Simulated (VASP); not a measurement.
A run of VASP 6.6.1:

INCAR

```
SYSTEM = Zn24NO23
ALGO     = Normal         ! electronic algorithm
EDIFF    = 1E-7           ! SCF threshold, eV
ENCUT    = 450            ! plane-wave cutoff, eV
GGA      = PE             ! functional
IBRION   = 5              ! ionic algorithm
ICORELEVEL= 1            
ISIF     = 2              ! what is computed and relaxed
ISMEAR   = 0              ! smearing method
ISYM     = 0            
KPAR     = 4            
LASPH    = .TRUE.         ! aspherical terms in the spheres
LCHARG   = .FALSE.        ! write CHGCAR
LREAL    = Auto         
LWAVE    = .FALSE.        ! write WAVECAR
NCORE    = 2            
NELECT   = 432.0        
NELM     = 80             ! most SCF steps
NFREE    = 2            
NSW      = 1              ! ionic steps
POTIM    = 0.015          ! step
PREC     = Normal         ! precision mode
SIGMA    = 0.01           ! smearing width, eV
```

The input KPOINTS:

```
k-points
0
Monkhorst
  2 2 2
  0 0 0
```

Contents of POSCAR:

```
Zn24NO23                                
1.0
    3.2865000000     -5.6923860000      5.3003900000
    3.2865020000      5.6923860000      5.3003900000
   -6.5730020000      0.0000000000      5.3003900000
  Zn              N               O             
    24     1    23
Selective dynamics
Direct
0.5053700102866261  0.3321824752847997  0.6602267955293548  T T T
0.8322226320892077  0.6677922393029356  0.9979741352640098  F F F
0.1646404652640080  0.4988894620892115  0.8344590693029326  F F F
0.6655156352848018  0.4935599555293570  0.3387036702866272  T T T
0.9972617102519857  0.3328272726826693  0.1694812505922419  F F F
0.3361475805922401  0.6639285402519898  0.4994941026826734  F F F
0.6661604326826714  0.0028144105922443  0.8305953702519867  F F F
0.0011254093029316  0.8313073052640056  0.6655563020892095  F F F
0.3312591084565795  0.1664479717014050  0.0004634805549675  F F F
0.4997811417014010  0.8337966505549637  0.1645927784565812  F F F
0.8268931255293530  0.1720368402866302  0.4988493052848037  T T T
0.1671298105549658  0.9979259384565836  0.3331148017014020  F F F
0.8305425741131920  0.4972090741131973  0.6638755741131952  F F F
0.1661451633919724  0.8328116633919707  0.9994781633919686  F F F
0.4993377579832265  0.6666593600806209  0.8327434591511050  F F F
0.9999928600806228  0.6660769591511070  0.3326707579832227  F F F
0.3353249247216921  0.4984195090730478  0.1675046918930348  F F F
0.6674352570094353  0.8365230687182715  0.4990725918747979  F F F
0.9994104591511089  0.1660042579832247  0.8333258600806189  F F F
0.3341716918930314  0.0019914247216972  0.6650860090730458  F F F
0.6657395918748017  0.3341017570094334  0.0031895687182693  F F F
0.8317530090730426  0.0008381918930367  0.1686579247216953  F F F
0.1698565687182731  0.3324060918747999  0.5007682570094314  F F F
0.5056737620388022  0.1723402620388003  0.3390067620387985  T T T
0.6273683992391905  0.2940348992391885  0.4607013992391865  T T T
0.9586945232248213  0.6253610232248193  0.7920275232248245  F F F
0.2915433117835111  0.4608274099625557  0.6295526326247785  F F F
0.7941609099625575  0.4628861326247805  0.1248763117835071  F F F
0.1240540839191187  0.2926898480169384  0.9617332277695602  F F F
0.4592541447450979  0.6288050234684430  0.2905884463327824  F F F
0.7962196326247823  0.9582098117835089  0.6274939099625536  F F F
0.1284002277695639  0.7907205839191167  0.4593563480169364  F F F
0.4572554463327791  0.1259206447450960  0.7954715234684482  F F F
0.6260233480169405  0.7950667277695621  0.9573870839191148  F F F
0.9621385234684450  0.1239219463327771  0.2925871447451011  F F F
0.2919048722234268  0.9585713722234250  0.1252378722234231  F F F
0.6261098149013161  0.4610821855149612  0.7973929980145591  F F F
0.9592288435912805  0.7936490565641406  0.1256503964407526  F F F
0.2923167264407508  0.6258956735912774  0.9603158865641376  F F F
0.7944153455149634  0.6307261580145542  0.4594434749013172  F F F
0.1271734586269970  0.4592028353415052  0.2933646330449612  F F F
0.4600309630449594  0.7938402886270011  0.6258696653415090  F F F
0.7925359953415072  0.1266977930449563  0.9605071186269980  F F F
0.1269822265641365  0.9589835664407486  0.7925625135912823  F F F
0.4574684159422571  0.2914408741882386  0.1244104024728410  F F F
0.6247740441882345  0.9577435724728370  0.2908020859422589  F F F
0.9640593280145573  0.2927766449013202  0.6277490155149652  F F F
0.2910767324728392  0.1241352459422541  0.4581077041882355  F F F
```

Potentials or basis: VASP PAW PBE potentials, release 64 (Zn, N, O).

The run is started by

```console
$ cat potpaw_PBE.64/Zn/POTCAR potpaw_PBE.64/N/POTCAR potpaw_PBE.64/O/POTCAR > POTCAR
$ mpirun -np 8 vasp_std > vasp.out
```

Hardware: 8 MPI ranks on Intel(R) Xeon(R) Platinum 8488C (Sapphire Rapids), on a shared host.

**Question.** How long does it take, and how much memory?

**Answer.** Wall time 26 min on 8 MPI ranks on Intel(R) Xeon(R) Platinum 8488C (Sapphire Rapids), with other jobs on the host, peak memory 0.37 GiB a rank. Counts: scf iterations 307, k points 4.
